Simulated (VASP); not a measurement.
# GaPPt5: structure and properties in VASP, part 4 of 5

What structure does GaPPt5 take at this level, and what are its properties? The start is a computed cell from the Materials Project.

VASP 6.6.1; PBEsol with D3(BJ); plane waves and PAW (Ga_d, P, Pt).

So far. Step 5 (Band structure (PBEsol + D3(BJ))): There is no gap at this level. Step 6 (Total and projected DOS (PBEsol + D3(BJ))): The finer mesh and the other smearing move the Fermi level by -0.11 eV from the 6×6×4 run, one measure of the sampling error in the zero of the bands above. Of the states within 0.3 eV of the Fermi level, the largest shares in the PAW spheres are Pt d 73 % and Pt p 8 %. The relaxed cell has a = 3.861, c = 6.792 Å (conventional setting).

## (7) Independent-particle dielectric function (PBEsol + D3(BJ))

LOPTICS sums transitions from filled to empty bands. NBANDS is raised for it.

INCAR reads:

```
SYSTEM = GaPPt5
PREC = Accurate
ENCUT = 400
EDIFF = 1E-06
NELM = 100
ISMEAR = 0
SIGMA = 0.05
LREAL = .FALSE.
ALGO = Normal
GGA = PS
IVDW = 12
NBANDS = 90
LASPH = .TRUE.
LORBIT = 11
LWAVE = .FALSE.
LCHARG = .FALSE.
KPAR = 4
LOPTICS = .TRUE.
NEDOS = 1500
CSHIFT = 0.1
```

POSCAR reads:

```
GaPPt5
1.0
    3.8607533356      0.0000000000      0.0000000000
    0.0000000000      3.8607533356      0.0000000000
    0.0000000000      0.0000000000      6.7919045108
Ga P Pt
1 1 5
Direct
    0.5000000000      0.5000000000      0.0000000000
    0.0000000000      0.0000000000      0.5000000000
    0.0000000000      0.5000000000      0.2901925662
    0.0000000000      0.5000000000      0.7098074338
    0.5000000000      0.0000000000      0.2901925662
    0.5000000000      0.0000000000      0.7098074338
    0.0000000000      0.0000000000      0.0000000000
```

KPOINTS reads:

```
Automatic mesh
0
Gamma
9 9 5
0 0 0
```

PAW data sets: Ga_d, P and Pt (PBE family, release 64).

The run is started by

```sh
> mpirun -np 4 vasp_std
```

What it wrote:

```text
[... set-up lines as in an earlier step ...]
 entering main loop
       N       E                     dE             d eps       ncg     rms          rms(c)
DAV:   1     0.472530155983E+03    0.47253E+03   -0.22508E+04 10152   0.815E+02
DAV:   2     0.262853009174E+01   -0.46990E+03   -0.41044E+03  8716   0.261E+02
DAV:   3    -0.481509154758E+02   -0.50779E+02   -0.49094E+02  9518   0.677E+01
DAV:   4    -0.496398271101E+02   -0.14889E+01   -0.14857E+01  9384   0.114E+01
DAV:   5    -0.496713594714E+02   -0.31532E-01   -0.31525E-01 11984   0.150E+00    0.319E+01
DAV:   6    -0.475498758542E+02    0.21215E+01   -0.22865E+00  9232   0.708E+00    0.160E+01
DAV:   7    -0.473984081150E+02    0.15147E+00   -0.63122E-01 11184   0.491E+00    0.643E+00
DAV:   8    -0.472950699407E+02    0.10334E+00   -0.29273E-01  9254   0.338E+00    0.242E+00
DAV:   9    -0.472661176319E+02    0.28952E-01   -0.53109E-02  9472   0.117E+00    0.508E-01
DAV:  10    -0.472653383079E+02    0.77932E-03   -0.31156E-03 12282   0.266E-01    0.215E-01
DAV:  11    -0.472653134682E+02    0.24840E-04   -0.24912E-04  9342   0.635E-02    0.338E-02
DAV:  12    -0.472653089888E+02    0.44794E-05   -0.20944E-05 12970   0.257E-02    0.113E-02
DAV:  13    -0.472653082292E+02    0.75957E-06   -0.12636E-06  8106   0.529E-03
   1 F= -.51862633E+02 E0= -.51862119E+02  d E =-.102819E-02
 optical routines
 imaginary and real dielectric function
 recalculating local potential from charge density
 direction            1
 direction            2
 direction            3
```

It took 42 s on 4 MPI ranks of Intel Xeon 6975P-C (Granite Rapids), shared host; peak memory 2.2 GiB.

From OUTCAR (step 7):

```text
   k-points           NKPTS =     45   k-points in BZ     NKDIM =     45   number of bands    NBANDS=     90

   NELECT =      68.0000    total number of electrons

 E-fermi :  11.3816

 k-point     1 :       0.0000    0.0000    0.0000
  band No.  band energies     occupation
    ...
     29       9.8381      2.00000
     30       9.8570      2.00000
     31      10.0187      2.00000
     32      10.1924      2.00000
     33      10.1924      2.00000
     34      11.4660      0.01698
     35      11.5129      0.00020
     36      12.9821      0.00000
     37      13.0856      0.00000
     38      15.6064      0.00000
    ...

 Edisp (eV)   -4.59732

  Total       0.07186     0.07186    -0.27124     0.00000     0.00000     0.00000
  in kB       1.13734     1.13734    -4.29272     0.00000     0.00000     0.00000
  external pressure =       -0.67 kB  Pullay stress =        0.00 kB

 POSITION                                       TOTAL-FORCE (eV/Angst)
 -----------------------------------------------------------------------------------
      1.93038      1.93038      0.00000         0.000000     -0.000000      0.000000
      0.00000      0.00000      3.39595         0.000000     -0.000000      0.000000
      0.00000      1.93038      1.97096        -0.000000     -0.000000     -0.007075
      0.00000      1.93038      4.82094         0.000000     -0.000000      0.007075
      1.93038      0.00000      1.97096        -0.000000      0.000000     -0.007075
      1.93038      0.00000      4.82094         0.000000      0.000000      0.007075
      0.00000      0.00000      0.00000         0.000000     -0.000000      0.000000
 -----------------------------------------------------------------------------------
    total drift:                                0.000000      0.000000      0.000000

  FREE ENERGIE OF THE ION-ELECTRON SYSTEM (eV)
  ---------------------------------------------------
  free  energy   TOTEN  =       -51.8626329712 eV

  energy  without entropy=      -51.8616047819  energy(sigma->0) =      -51.86211888

 plasma frequency squared (from intraband transitions) (eV^2)
  --------------------------------------------------------------------------------------
       1.606       0.000       0.000
       0.000       1.606       0.000
       0.000       0.000      14.003

[... 7 parts as in an earlier step ...]

[... 9 further parts left out ...]
```

These are independent-particle spectra without excitons or local fields, and fine structure depends on the mesh and on CSHIFT. The intraband (Drude) part is not in this spectrum.

This step gave:

| Item | Value |
| --- | --- |
| SCF cycles | 13 |
| bands | 90 |
| free energy (TOTEN) | -51.8626 eV |
| energy at zero smearing | -51.8621 eV |
| Fermi energy | 11.38 eV |
| pressure | -0.06727 GPa |

The imaginary dielectric function has structure finer than the step of the table below, so its rows give means over 1 eV, whole bins alone (the curve runs from 0 to 25.0 eV). Peaks (eV: height): xx 0.3: 47.7, 1.5: 38.5; zz 0.5: 31.6, 1.5: 46.2, 2.0: 36.3.

Imaginary dielectric function against photon energy; means over each step:

```tsv
photon energy (eV)	xx	zz
1	22.0	28.5
2	33.5	32.2
3	19.7	17.8
4	10.2	9.55
5	7.98	7.82
6	7.81	6.91
7	7.54	7.43
8	6.30	7.33
9	5.37	5.72
10	4.55	4.76
11	3.76	3.78
12	3.59	3.67
13	3.43	3.00
14	3.21	3.10
15	2.53	2.77
16	2.11	2.18
17	1.98	2.18
18	1.91	1.82
19	1.85	1.78
20	1.71	1.71
21	1.38	1.36
22	1.29	1.21
23	1.17	1.06
24	1.11	1.03
```

Table of real dielectric function by photon energy:

```tsv
photon energy (eV)	xx	zz
0	70.2	49.4
1	40.5	45.5
2	9.15	8.44
3	-3.63	-2.72
4	-1.38	-1.23
5	0.471	0.416
6	0.0319	2.02
7	0.684	0.789
8	-0.744	-0.130
9	-0.406	-0.672
10	-0.774	-0.855
11	-0.884	-0.769
12	0.0908	-0.691
13	-0.500	-0.562
14	-0.835	-0.279
15	-0.990	-1.14
16	-0.590	-0.625
17	-0.484	-0.715
18	-0.213	-0.550
19	-0.338	-0.184
20	-0.585	-0.630
21	-0.340	-0.346
22	-0.241	-0.363
23	-0.245	-0.191
24	-0.159	-0.102
```

## (8) Zone-centre phonons (PBEsol + D3(BJ))

Zone-centre modes test whether the atoms sit at a minimum within this cell. IBRION = 6 takes the force constants from differences of forces between displaced cells, so the forces must be tight.

INCAR reads:

```
SYSTEM = GaPPt5
PREC = Accurate
ENCUT = 400
EDIFF = 1E-08
NELM = 100
ISMEAR = 1
SIGMA = 0.2
LREAL = .FALSE.
ALGO = Normal
GGA = PS
IVDW = 12
NBANDS = 42
LASPH = .TRUE.
LORBIT = 11
LWAVE = .FALSE.
LCHARG = .FALSE.
KPAR = 4
IBRION = 6
NFREE = 2
POTIM = 0.015
ISIF = 2
NSW = 1
```

POSCAR is that of step 7.

KPOINTS reads:

```
Automatic mesh
0
Gamma
8 8 5
0 0 0
```

The run is started by

```sh
> mpirun -np 4 vasp_std
```

What it wrote:

```text
[... set-up lines as in an earlier step ...]
 entering main loop
       N       E                     dE             d eps       ncg     rms          rms(c)
DAV:   1     0.542487711071E+03    0.54249E+03   -0.26898E+04  4148   0.173E+03
DAV:   2     0.143323942059E+02   -0.52816E+03   -0.50163E+03  4204   0.474E+02
DAV:   3    -0.470574781074E+02   -0.61390E+02   -0.58416E+02  4354   0.124E+02
DAV:   4    -0.495860289086E+02   -0.25286E+01   -0.25014E+01  4380   0.274E+01
DAV:   5    -0.496619654102E+02   -0.75937E-01   -0.75808E-01  4956   0.446E+00    0.319E+01
DAV:   6    -0.475375043288E+02    0.21245E+01   -0.72344E+00  4152   0.152E+01    0.158E+01
DAV:   7    -0.473844201603E+02    0.15308E+00   -0.11281E+00  4662   0.927E+00    0.639E+00
DAV:   8    -0.472878498309E+02    0.96570E-01   -0.64980E-01  4050   0.682E+00    0.250E+00
DAV:   9    -0.472645323550E+02    0.23317E-01   -0.87412E-02  4164   0.227E+00    0.436E-01
DAV:  10    -0.472640364997E+02    0.49586E-03   -0.77778E-03  5274   0.625E-01    0.225E-01
DAV:  11    -0.472640224786E+02    0.14021E-04   -0.12489E-03  4222   0.242E-01    0.696E-02
DAV:  12    -0.472639871587E+02    0.35320E-04   -0.20679E-04  4366   0.128E-01    0.236E-02
DAV:  13    -0.472639858030E+02    0.13557E-05   -0.13930E-05  5144   0.292E-02    0.490E-03
DAV:  14    -0.472639853466E+02    0.45640E-06   -0.11238E-06  4526   0.656E-03    0.245E-03
DAV:  15    -0.472639853332E+02    0.13402E-07   -0.15038E-07  4632   0.249E-03    0.556E-04
DAV:  16    -0.472639853160E+02    0.17173E-07   -0.81873E-09  2314   0.566E-04    0.222E-04
DAV:  17    -0.472639853047E+02    0.11361E-07   -0.20083E-09  2138   0.287E-04    0.804E-05
DAV:  18    -0.472639853028E+02    0.18827E-08   -0.57076E-10  2094   0.178E-04
   1 F= -.51861310E+02 E0= -.51863472E+02  d E =0.648523E-02
 Found     9 degrees of freedom:
 Finite differences POTIM= 0.01500 DOF=   9
 bond charge predicted
       N       E                     dE             d eps       ncg     rms          rms(c)
DAV:   1    -0.472625367320E+02    0.14486E-02   -0.85334E-01  7316   0.293E+00    0.563E-02
DAV:   2    -0.472635209678E+02   -0.98424E-03   -0.10343E-02  7336   0.393E-01    0.273E-02
DAV:   3    -0.472635255015E+02   -0.45337E-05   -0.17586E-04  8832   0.772E-02    0.141E-02
DAV:   4    -0.472635240935E+02    0.14081E-05   -0.90994E-06  8868   0.189E-02    0.420E-03
DAV:   5    -0.472635239799E+02    0.11357E-06   -0.59760E-07  9040   0.587E-03    0.148E-03
DAV:   6    -0.472635239716E+02    0.83246E-08   -0.11164E-07  8030   0.245E-03    0.560E-04
DAV:   7    -0.472635239682E+02    0.34133E-08   -0.15015E-08  3800   0.107E-03
   2 F= -.51860849E+02 E0= -.51863010E+02  d E =0.648491E-02
[... from here on, the cycles between the ionic steps are left out ...]
   3 F= -.51860849E+02 E0= -.51863010E+02  d E =0.648487E-02
   4 F= -.51860713E+02 E0= -.51862875E+02  d E =0.648514E-02
   5 F= -.51860713E+02 E0= -.51862875E+02  d E =0.648509E-02
   6 F= -.51860210E+02 E0= -.51862371E+02  d E =0.648320E-02
   7 F= -.51860210E+02 E0= -.51862371E+02  d E =0.648323E-02
   8 F= -.51859450E+02 E0= -.51861615E+02  d E =0.649322E-02
   9 F= -.51859450E+02 E0= -.51861615E+02  d E =0.649318E-02
  10 F= -.51860072E+02 E0= -.51862234E+02  d E =0.648406E-02
  11 F= -.51860072E+02 E0= -.51862234E+02  d E =0.648400E-02
  12 F= -.51859148E+02 E0= -.51861301E+02  d E =0.646005E-02
  13 F= -.51859148E+02 E0= -.51861301E+02  d E =0.646007E-02
  14 F= -.51859984E+02 E0= -.51862150E+02  d E =0.649698E-02
  15 F= -.51860307E+02 E0= -.51862470E+02  d E =0.648853E-02
  16 F= -.51860461E+02 E0= -.51862622E+02  d E =0.648562E-02
  17 F= -.51860461E+02 E0= -.51862623E+02  d E =0.648572E-02
  18 F= -.51859298E+02 E0= -.51861460E+02  d E =0.648584E-02
 Finite differences progress:
  Degree of freedom:   9/  9
  Displacement:        1/  2
  Total:              17/ 18
 bond charge predicted
       N       E                     dE             d eps       ncg     rms          rms(c)
DAV:   1    -0.472575111006E+02    0.44637E-02   -0.49715E+00  3780   0.727E+00    0.373E-01
DAV:   2    -0.472624456298E+02   -0.49345E-02   -0.51136E-02  4256   0.105E+00    0.198E-01
DAV:   3    -0.472621355220E+02    0.31011E-03   -0.19736E-03  4094   0.232E-01    0.171E-01
DAV:   4    -0.472620159089E+02    0.11961E-03   -0.11433E-03  4168   0.181E-01    0.468E-02
DAV:   5    -0.472619952756E+02    0.20633E-04   -0.19851E-04  4476   0.106E-01    0.218E-02
DAV:   6    -0.472619769446E+02    0.18331E-04   -0.52112E-05  4008   0.291E-02    0.828E-03
DAV:   7    -0.472619748897E+02    0.20549E-05   -0.91235E-06  4470   0.128E-02    0.346E-03
DAV:   8    -0.472619748361E+02    0.53570E-07   -0.21346E-06  4186   0.615E-03    0.187E-03
DAV:   9    -0.472619747519E+02    0.84217E-07   -0.43206E-07  4028   0.323E-03    0.500E-04
DAV:  10    -0.472619747489E+02    0.29459E-08   -0.23143E-08  3306   0.778E-04
  19 F= -.51859298E+02 E0= -.51861460E+02  d E =0.648587E-02
 Finite differences progress:
  Degree of freedom:   9/  9
  Displacement:        2/  2
  Total:              18/ 18
```

The job ended after 6.2 min (4 MPI ranks; peak memory 2.2 GiB; 25 min of CPU time).

OUTCAR, selected parts (step 8):

```text
   k-points           NKPTS =     45   k-points in BZ     NKDIM =     45   number of bands    NBANDS=     42

   NELECT =      68.0000    total number of electrons

 Edisp (eV)   -4.59732

 E-fermi :  11.3716

 k-point     1 :       0.0000    0.0000    0.0000
  band No.  band energies     occupation
    ...
     29       9.8382      2.00000
     30       9.8588      2.00000
     31      10.0206      2.00000
     32      10.1925      2.00000
     33      10.1925      2.00000
     34      11.4667      0.28764
     35      11.5147      0.06981
     36      12.9795     -0.00000
     37      13.0865     -0.00000
     38      15.6042      0.00000
    ...

 Edisp (eV)   -4.59732

  Total       0.03698     0.03698    -0.31411     0.00000    -0.00000     0.00000
  in kB       0.58529     0.58529    -4.97112     0.00000    -0.00000     0.00000
  external pressure =       -1.27 kB  Pullay stress =        0.00 kB

 POSITION                                       TOTAL-FORCE (eV/Angst)
 -----------------------------------------------------------------------------------
      1.93038      1.93038      0.00000         0.000000      0.000000      0.028552
      0.00000      0.00000      3.39595        -0.000000      0.000000     -0.042166
      0.00000      1.93038      1.97096        -0.000000      0.000000     -0.072408
      0.00000      1.93038      4.82094         0.000000      0.000000     -0.054874
      1.93038      0.00000      1.97096        -0.000000      0.000000     -0.072408
      1.93038      0.00000      4.82094        -0.000000      0.000000     -0.054874
      0.00000      0.00000     -0.01500         0.000000      0.000000      0.268179
 -----------------------------------------------------------------------------------
    total drift:                               -0.000000      0.000000     -0.000043

  FREE ENERGIE OF THE ION-ELECTRON SYSTEM (eV)
  ---------------------------------------------------
  free  energy   TOTEN  =       -51.8592984757 eV

  energy  without entropy=      -51.8657843444  energy(sigma->0) =      -51.86146043

 Eigenvectors and eigenvalues of the dynamical matrix
 ----------------------------------------------------

   1 f  =   11.610605 THz    72.951585 2PiTHz  387.288106 cm-1    48.017584 meV
             X         Y         Z           dx          dy          dz
      1.930377  1.930377  0.000000    -0.000000   -0.000000    0.105161
      0.000000  0.000000  3.395952     0.000000    0.000000   -0.983502
      0.000000  1.930377  1.970960     0.000000   -0.000000    0.065073
      0.000000  1.930377  4.820944     0.000000   -0.000000    0.065073
      1.930377  0.000000  1.970960    -0.000000    0.000000    0.065073
      1.930377  0.000000  4.820944    -0.000000    0.000000    0.065073
      0.000000  0.000000  0.000000     0.000000    0.000000    0.068750

   2 f  =    9.387017 THz    58.980365 2PiTHz  313.117169 cm-1    38.821564 meV
             X         Y         Z           dx          dy          dz
      1.930377  1.930377  0.000000    -0.015521   -0.007665   -0.000000
      0.000000  0.000000  3.395952     0.818462    0.404165    0.000000
      0.000000  1.930377  1.970960     0.073246   -0.122039   -0.000000
      0.000000  1.930377  4.820944     0.073246   -0.122039   -0.000000
      1.930377  0.000000  1.970960    -0.247138    0.036170   -0.000000
      1.930377  0.000000  4.820944    -0.247138    0.036170   -0.000000
      0.000000  0.000000  0.000000     0.030833    0.015226   -0.000000

   3 f  =    9.387017 THz    58.980365 2PiTHz  313.117169 cm-1    38.821564 meV
             X         Y         Z           dx          dy          dz
      1.930377  1.930377  0.000000    -0.007665    0.015521   -0.000000
      0.000000  0.000000  3.395952     0.404165   -0.818462    0.000000
      0.000000  1.930377  1.970960     0.036170    0.247138   -0.000000
      0.000000  1.930377  4.820944     0.036170    0.247138    0.000000
[...]
7 f  =    5.439734 THz    34.178858 2PiTHz  181.450003 cm-1    22.496923 meV
             X         Y         Z           dx          dy          dz
      1.930377  1.930377  0.000000    -0.295193    0.058201    0.000000
      0.000000  0.000000  3.395952    -0.336568    0.066359    0.000000
      0.000000  1.930377  1.970960     0.404227    0.080507   -0.000000
      0.000000  1.930377  4.820944     0.404227    0.080507    0.000000
      1.930377  0.000000  1.970960    -0.408331   -0.079698   -0.000000
      1.930377  0.000000  4.820944    -0.408331   -0.079698   -0.000000
      0.000000  0.000000  0.000000     0.319214   -0.062937    0.000000

   8 f  =    5.439734 THz    34.178858 2PiTHz  181.450003 cm-1    22.496923 meV
             X         Y         Z           dx          dy          dz
      1.930377  1.930377  0.000000     0.058201    0.295193   -0.000000
      0.000000  0.000000  3.395952     0.066359    0.336568   -0.000000
      0.000000  1.930377  1.970960    -0.079698    0.408331    0.000000
      0.000000  1.930377  4.820944    -0.079698    0.408331    0.000000
      1.930377  0.000000  1.970960     0.080507   -0.404227    0.000000
      1.930377  0.000000  4.820944     0.080507   -0.404227   -0.000000
      0.000000  0.000000  0.000000    -0.062937   -0.319214   -0.000000

   9 f  =    4.486383 THz    28.188774 2PiTHz  149.649621 cm-1    18.554180 meV
             X         Y         Z           dx          dy          dz
      1.930377  1.930377  0.000000    -0.000000    0.000000    0.000000
      0.000000  0.000000  3.395952     0.000000   -0.000000    0.000000
      0.000000  1.930377  1.970960    -0.000000   -0.000000   -0.500000
      0.000000  1.930377  4.820944    -0.000000   -0.000000    0.500000
      1.930377  0.000000  1.970960     0.000000   -0.000000   -0.500000
      1.930377  0.000000  4.820944     0.000000    0.000000    0.500000
      0.000000  0.000000  0.000000     0.000000    0.000000   -0.000000

  10 f  =    3.967440 THz    24.928162 2PiTHz  132.339558 cm-1    16.408007 meV
             X         Y         Z           dx          dy          dz
      1.930377  1.930377  0.000000     0.000000   -0.000000   -0.869428
      0.000000  0.000000  3.395952     0.000000    0.000000   -0.055177
      0.000000  1.930377  1.970960     0.000000    0.000000    0.013290
      0.000000  1.930377  4.820944     0.000000    0.000000    0.013290
      1.930377  0.000000  1.970960    -0.000000   -0.000000    0.013290
      1.930377  0.000000  4.820944    -0.000000   -0.000000    0.013290
      0.000000  0.000000  0.000000    -0.000000    0.000000    0.490249

  11 f  =    3.844297 THz    24.154430 2PiTHz  128.231941 cm-1    15.898727 meV
             X         Y         Z           dx          dy          dz
      1.930377  1.930377  0.000000    -0.848414   -0.110549   -0.000000
      0.000000  0.000000  3.395952     0.134125    0.017477    0.000000
      0.000000  1.930377  1.970960    -0.153003    0.029062   -0.000000
      0.000000  1.930377  4.820944    -0.153003    0.029062    0.000000
      1.930377  0.000000  1.970960     0.223038   -0.019936    0.000000
      1.930377  0.000000  4.820944     0.223038   -0.019936   -0.000000
      0.000000  0.000000  0.000000     0.314956    0.041039    0.000000

  12 f  =    3.844297 THz    24.154430 2PiTHz  128.231941 cm-1    15.898727 meV
             X         Y         Z           dx          dy          dz
      1.930377  1.930377  0.000000     0.110549   -0.848414    0.000000
      0.000000  0.000000  3.395952    -0.017477    0.134125    0.000000
      0.000000  1.930377  1.970960     0.019936    0.223038   -0.000000
      0.000000  1.930377  4.820944     0.019936    0.223038   -0.000000
    [... 90 further lines ...]
      1.930377  0.000000  1.970960     0.000000   -0.000000   -0.425707
      1.930377  0.000000  4.820944     0.000000   -0.000000   -0.425707
      0.000000  0.000000  0.000000     0.000000   -0.000000   -0.425605

 ELASTIC MODULI CONTR FROM IONIC RELAXATION (kBar)
 Direction    XX          YY          ZZ          XY          YZ          ZX
 --------------------------------------------------------------------------------
 XX         -43.8604     20.4470     32.5797      0.0000     -0.0000     -0.0000
 YY          20.4470    -43.8604     32.5797      0.0000     -0.0000      0.0000
 ZZ          32.5797     32.5797    -90.6694      0.0000      0.0000      0.0000
 XY           0.0000      0.0000      0.0000      0.0000      0.0000      0.0000
 YZ          -0.0000     -0.0000      0.0000      0.0000    -21.7626     -0.0000
 ZX          -0.0000      0.0000      0.0000      0.0000     -0.0000    -21.7624
 --------------------------------------------------------------------------------

[... 6 parts as in an earlier step ...]

[... 10 further parts left out ...]
```

The last energy, forces, stress and levels in OUTCAR belong to the last displaced cell, not to the cell of POSCAR.

This step gave:

```yaml
bands: 42
pressure_of_the_cell: -0.1394 GPa
largest_force_of_the_cell: 0.01012 eV/Å
```

(Continued in part 5 of 5.)

[Lines on the potential files, build, host, timing and source positions are cut from VASP's logs without a mark.]

[Logs are printed without paths, hosts, clocks, repeated set-up lines and the standing remarks that a program may print on its own settings, such as how far it seeks lower states.]

[Hosts, paths, dates, database ids (printed as entryN), source tags and the programs' standing remarks are cut or masked in the printed files.]

[A measured line is paired with the nearest computed mode of its activity, which favours agreement.]

[In band tables of VASP the shares of atoms and orbitals are scaled to a sum of 1 inside the atoms' spheres.]
